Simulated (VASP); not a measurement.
```
CELL_PARAMETERS angstrom
      0.00000     2.68663     2.68663
      2.68663     0.00000     2.68663
      2.68663     2.68663     0.00000
ATOMIC_POSITIONS crystal
  Si 0.25000 0.25000 0.25000
  Si 0.75000 0.75000 0.75000
  Ni 0.00000 0.00000 0.00000
```

These are revTPSS meta-GGA, VASP's PBE PAW potentials (set 64) (plane waves; VASP) values and carry that method's errors. Numerical set-up: 520 eV cut-off, 11×11×11 Γ-centred mesh, tetrahedra with Blöchl corrections, potentials Si Ni.

Task: Give the energies of bands 2 to 12 at the high-symmetry points, in eV from the Fermi level.

Result: 
```
band      Γ      X      U       L      W
----  -----  -----  -----  ------  -----
2     -5.39  -8.32  -9.07  -10.27  -9.10
3     -5.39  -7.46  -7.71   -5.00  -7.27
4     -5.39  -4.69  -5.17   -5.00  -7.05
5     -3.74  -4.69  -4.61   -3.88  -3.89
6     -3.74  -3.77  -3.97   -3.53  -3.89
7     -0.07  -3.77  -3.58   -3.53  -3.77
8      1.71  -3.66  -3.10   -1.54  -3.39
9      1.71  -3.32  -2.80   -1.54  -2.61
10     1.71  -0.42   0.14    1.67   2.24
11     2.11   1.11   3.46    1.74   2.24
12     2.11   7.60   4.69    1.74   4.36
```

It has no gap at this level: it comes out as a metal or semimetal.

The compound is NiSi2 in the fluorite structure. It was relaxed first. The run is not spin-polarised, so no magnetic state was tried.
